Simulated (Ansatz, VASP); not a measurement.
# Rh (Rhodium) in two plane-wave programs, part 2 of 2

Wanted: the spread between two codes on one cell, functional and k mesh.

VASP 6.6.1 and Ansatz 0.2.0.

So far: The starting structure; VASP: relaxation of cell and atoms, r2SCAN with rVV10.

The database entry behind the starting cell differs from later determinations by our own check (an axis about 0.2 % short against later determinations), so it need not match the best structure at ambient conditions.

## 3. Ansatz: relaxation of cell and atoms, r2SCAN with rVV10

Level of this step: Ansatz beside VASP: Kohn-Sham DFT, plane waves, r2SCAN with rVV10 (Ansatz).

Ansatz runs on its default PAW (the set named soft_2) files.

The same cell, functional, mesh and smearing now go to Ansatz, which takes its cutoff from its data sets.

The input, input.yaml:

```yaml
crystal:
  lattice:
    - [0.0, 1.89785, 1.89785]
    - [1.89785, 0.0, 1.89785]
    - [1.89785, 1.89785, 0.0]
  atoms:
    - { symbol: Rh, position: [0.0, 0.0, 0.0] }
hamiltonian:
  xc: r2scan
  pseudopotentials: { kind: paw }
  dispersion: rvv10
kpoints:
  mp_grid: { grid: [9, 9, 9] }
scf:
  occupations: { method: fermi_dirac, width: 0.05 }
relax:
  f_tol: 0.01
  max_steps: 60
  cell: { stress_tol: 0.05 }
output:
  forces: true
  stress: true
  write_density: true
  write_potential: true
  elf: true
  volumetric_format: npy
```

Command:

```
$ ansatz run input.yaml --threads 4 --pin off --max-ram 9216MiB --backend cpu --events-out ev --progress --plain --runs-dir out
```

Numbers of over 12 decimals in the logs are rounded to 6 here.

The program printed:

```text
Engine: ansatz 0.2.0, aarch64-unknown-linux-gnu
Pseudopotentials: kind: paw
Pseudopotential: Rh, paw, valence charge 17, recommended cutoff 500 eV (meta_gga), Rh.paw.azcp
Functional definition: r2SCAN+rVV10
  parameter k0 = 0.174
  parameter k1 = 0.065
  parameter a1 = 4.9479
  exchange = r2scan_x(k0 = k0, k1 = k1, a1 = a1)
  correlation = r2scan_c + rvv10(11.95, 0.0093)
Crystal: 1 atoms, lattice volume = 13.671 Å³
Basis set: ecut = 500 eV, 331 PW (Γ), exchange–correlation on 96×96×96 points (64 copies of the dense FFT grid, shifted against one another)
Bands: 13, of which v1, the nominal top of the filled ones, is band 9 counted from 1 (8 counted from 0)
Symmetry: 48 space group operations
Space group: Fm-3m (ITA 225), of the structure as read, at distance tolerance 2.4e-5 Å
k-points: 35 of 729
Non-local potential: Rh, projectors of the file, l = 0: 3, l = 1: 2, l = 2: 2, l = 3: 1
PAW form: soft (Blöchl's): semilocal exchange-correlation on the pseudo side does not see the compensation charge
rVV10 density: all electrons in the spheres
PAW frozen core: Rh, regenerated for the run's functional (the file was generated under x = pbe(κ = 0.804, μ = 0.219515), c = pbe(β = 0.066725))
PAW one-centre angular grid: Rh, 590 points (default); XC on 160 Gauss nodes
Initial density: superposition of atomic densities (neutral atoms: chi_scale 0, normalization atom), corrected by the library's trained network
Initial wavefunctions: pseudopotential atomic-orbital guess
Functional: x = r2scan, c = r2scan + rvv10(b = 11.95, C = 0.0093); τ floored in thin density (d = 2e-4 eV/Å³)
SCF iter   1: F=—  HF=-6413.684638 eV  |F-HF|=—  |Δ(HF+E_count)|=         —  Δρ=1.05e-2  dr2=3.99e-3  dr2_τ=8.86e-3  ethr=1.77e-3  ⟨swp⟩=5.5  Hψ=2558  notcnv=0
preconditioner: auto → none  [metal: Δε(μ)=0.030 eV  Ē_g=14.739 eV  σ=0.050 eV  W_gap=0.15  n_scr=0 (ndim 8)  ℏωp=30.1 eV  f_vac=0.000  D(μ)=1.30/eV (n_scr^D=14)]
SCF iter   2: F=—  HF=-6413.696272 eV  |F-HF|=—  |Δ(HF+E_count)|=   1.16e-2  Δρ=4.75e-3  dr2=1.28e-3  dr2_τ=1.48e-4  ethr=2.34e-5  ⟨swp⟩=2.2  Hψ=1068  notcnv=0
SCF iter   3: F=—  HF=-6413.696705 eV  |F-HF|=—  |Δ(HF+E_count)|=   4.32e-4  Δρ=1.96e-3  dr2=2.40e-4  dr2_τ=7.03e-5  ethr=7.53e-6  ⟨swp⟩=2.3  Hψ=637  notcnv=0
SCF iter   4: F=—  HF=-6413.696720 eV  |F-HF|=—  |Δ(HF+E_count)|=   1.55e-5  Δρ=2.56e-4  dr2=2.08e-6  dr2_τ=1.45e-6  ethr=1.41e-6  ⟨swp⟩=2.7  Hψ=779  notcnv=0
SCF iter   5: F=—  HF=-6413.696722 eV  |F-HF|=—  |Δ(HF+E_count)|=   1.70e-6  Δρ=5.66e-5  dr2=1.04e-7  dr2_τ=2.37e-8  ethr=1.22e-8  ⟨swp⟩=2.3  Hψ=644  notcnv=0
SCF iter   6: F=-6413.696722 eV  HF=-6413.696722 eV  |F-HF|=4.35e-9  |Δ(HF+E_count)|=   3.98e-7  Δρ=8.81e-6  dr2=3.60e-9  dr2_τ=9.37e-10  ethr=5.88e-10  ⟨swp⟩=8.0  Hψ=2428  notcnv=0
SCF 1 converged in 6 iterations: F = -6413.696722 eV  dr2 = 3.60e-9
  greatest PAW one-centre occupation: 1.000 electrons in one spin orbital (limit 2), on the Rh atom at site 0 (counted from 0), in its partial waves of l = 0
relax step   1: F+E_penalty+E_count = -6413.69672230 eV  Δ(F+E_penalty+E_count) = +0.000e0 eV  max|allowed force component| = 0.000e0 eV/Å  Δτ_max = 0.0000 Å  P = -1.732 GPa  Ω = 13.671 Å³  (6 SCF iters, dr2 threshold 1.00e-7 eV, accepted)
[...]
relax step   2: F+E_penalty+E_count = -6413.69687711 eV  Δ(F+E_penalty+E_count) = -1.548e-4 eV  max|allowed force component| = 0.000e0 eV/Å  Δτ_max = 0.0000 Å  P = +1.516 GPa  Ω = 13.521 Å³  energy of the carried Pulay correction = +3.610e-5 eV  (7 SCF iters, dr2 threshold 1.00e-7 eV, accepted)
[...]
relax step   3: F+E_penalty+E_count = -6413.69718583 eV  Δ(F+E_penalty+E_count) = -3.087e-4 eV  max|allowed force component| = 0.000e0 eV/Å  Δτ_max = 0.0000 Å  P = -0.018 GPa  Ω = 13.591 Å³  energy of the carried Pulay correction = +1.930e-5 eV  (6 SCF iters, dr2 threshold 1.00e-7 eV, accepted)
[...]
relax step   4: F+E_penalty+E_count = -6413.69716964 eV  Δ(F+E_penalty+E_count) = +1.619e-5 eV  max|allowed force component| = 0.000e0 eV/Å  Δτ_max = 0.0000 Å  P = -0.020 GPa  Ω = 13.591 Å³  stress off target by 2.02e-2 GPa  SCF on the basis re-selected at this cell (its energy is not comparable with the rows above)  (5 SCF iters)
basis re-selected at this cell: Δ(F+E_penalty+E_count) = +1.619e-5 eV, ΔP = -0.002 GPa vs the last step (what re-selecting the basis moved, of the pressure what is left beyond the Pulay correction that the steps carried, after the strain that the cell walked since its last selection, with what the two solves' SCF thresholds leave and, on support functions, any second-order correction that the steps lacked; it is no measure of the basis error at this ecutwfc). This SCF's stress stands 2.02e-2 GPa from its target on what of the cell is left free (relax.cell.stress_tol is 5.00e-2 GPa) and its largest allowed force component is 0.00e0 eV/Å (relax.f_tol is 1.00e-2 eV/Å): [rest of the remark cut]
SCF converged after 5 iterations
Free energy (F): -6413.697170 eV
Harris-Foulkes:  -6413.697170 eV  (|F-HF|=4.55e-12)
Internal energy: -6413.686809 eV  (E = F + TS)
E sigma→0 (E₀):  -6413.691989 eV
Entropy (-TS):   -0.010361 eV (-10.361 meV/atom)
Fermi energy:    22.452073 eV
--- Per-component energies (eV) ---
  E_band       = -97.988002
  E_kinetic    = 573.330971
  E_local      = -1548.726456  (includes V_loc(G=0)·N_el)
  E_nonlocal   = 354.949935
  E_hartree    = 544.897639
  E_xc         = -215.416445
  E_vxc        = -314.156520  (∫ρ·V_xc dr)
  E_paw        = -3604.023360  (= ΣΔE_a)
  E_vpaw       = -274.450832  (= ΣTr[D̂ρ^β])
  E_aug_tail   = 0.000427  (compensation charges beyond the density's cutoff)
  E_vtau       = 21.269204  (kinetic-family band-sum trace: ∫τ·v_τ [+ j·A + Jᵃ·Aᵃ] dr)
  E_ewald      = -2518.329560
  E_core_change = -0.369959  (= ΣΔE_core)
  E_smearing   = -0.010361  (= −TS)
  E_closure    = 0.000000  (closes the sum)
  Σ components = -6413.697170   (vs F -6413.697170, Δ=0.00e0)
--- Forces (eV/Å), atoms counted from 1 ---
  atom   1  Rh    -0.00000000     0.00000000    -0.00000000
  max |Σ_I F_I| component: 4.93e-32 eV/Å
--- Stress (GPa, compression-positive) ---
       -0.020159      -0.000000      -0.000000
       -0.000000      -0.020159      -0.000000
       -0.000000      -0.000000      -0.020159
  P = ⅓ Tr σ = -0.0202 GPa (-0.202 kbar)
--- Band table (eV; the first three rows and the last of 35) ---
  k-point 0: bands = [... 5 lower, 19.2876, 19.2876, 19.2876, 21.4292, 21.4292, 38.9774, 44.6615, 44.6615]
  k-point 1: bands = [... 5 lower, 19.0820, 19.4742, 19.4742, 21.3389, 21.3389, 39.6756, 42.5619, 45.4052]
  k-point 2: bands = [... 5 lower, 19.0015, 19.6770, 19.6770, 21.4726, 21.4726, 39.2329, 40.7194, 47.3481]
  k-point 34: bands = [... 5 lower, 18.0835, 18.9098, 21.3226, 23.3705, 30.7035, 33.8122, 35.0185, 36.8033]
--- Relaxed structure (3 steps of the walk, 3 accepted, 1 SCFs on fresh bases) ---
  F+E_penalty+E_count = -6413.69716964 eV   max|allowed force component| = 0.000e0 eV/Å   (the final SCF, on the basis selected at the relaxed cell)
  cell:  # Å, volume = 13.5906 Å³
    - [0, 1.894102, 1.894102]
    - [1.894102, 0, 1.894102]
    - [1.894102, 1.894102, 0]
  atoms:
    - { symbol: Rh, position: [0.0, 0.0, 0.0] }
```

The job ended after 2.6 s (4 threads of Arm Neoverse V1, shared host; peak memory 0.35 GiB).

## 4. Side by side

Known differences besides the potentials themselves: VASP keeps PBE cores, Ansatz makes them for the functional; both relaxations stop at a tolerance, which leaves soft axes loose, and VASP keeps its plane-wave basis; the data sets hold 17 valence electrons in Ansatz (default PAW (the set named soft_2) files) and 15 in VASP; the cutoff is 500 eV in Ansatz and 520 eV in VASP; Ansatz adds a Pulay correction to the stress that steers its cell, VASP none. Total energies have different zeros and are not compared.

The two programs side by side:

```
                                         quantity  Ansatz   VASP  difference
                                      volume (Å³)   13.59  13.66     -0.54 %
edge a after relaxation, in the typed setting (Å)   2.679  2.683     -0.18 %
```

The walks stopped with -0.02 GPa left in Ansatz and 0.00 GPa in VASP; each walk ends within a tolerance, so the volume difference is uncertain by about these residues over the bulk modulus, most in soft cells.

## 5. What came out

| Property | Result |
| --- | --- |
| difference in volume (relaxation of cell and atoms, r2SCAN with rVV10) | -0.54 % |

**Reading.** The difference in volume is -0.54 % (relaxation of cell and atoms, r2SCAN with rVV10), within the 1.2 % picked in this series as the mark of a large difference, as far as the stopping tolerances let one tell. How closely two codes agree says nothing of how well the functional describes the real material.

[Lines on the potential files, build, host, timing and source positions are cut from VASP's logs without a mark.]

[Logs are printed without paths, hosts, clocks, repeated set-up lines and the standing remarks that a program may print on its own settings, such as how far it seeks lower states.]

[Hosts, paths, dates, database ids (printed as entryN), source tags and the programs' standing remarks are cut or masked in the printed files.]
